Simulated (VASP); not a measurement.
Here is the system:

```
CELL_PARAMETERS angstrom
      3.94763     0.00000     0.00000
     -1.97381     3.41875     0.00000
      0.00000     0.00000     5.82868
ATOMIC_POSITIONS crystal
  Zn 0.33333 0.66667 0.25000
  Zn 0.66667 0.33333 0.75000
  S  0.66667 0.33333 0.25000
  S  0.33333 0.66667 0.75000
```

Method: r2SCAN meta-GGA, VASP's PBE PAW potentials (set 64) (plane waves; VASP). Run with 400 eV cut-off, 7×7×5 Γ-centred mesh, tetrahedra with Blöchl corrections, potentials Zn S.

### Question
Estimate the energy per atom (σ→0), band gap (over mesh and band path) with the smallest direct gap where there is one.

### Answer

```json
{
  "band gap (over mesh and band path)": "1.89 eV",
  "smallest direct gap (over mesh and band path)": "1.89 eV",
  "energy per atom (σ→0)": "-9.251 eV/atom"
}
```

The structure was generated: ZnS was put into the layered h-BN type type (P6_3/mmc), which need not be its known phase. It was relaxed first, which changed the volume by -36 %.
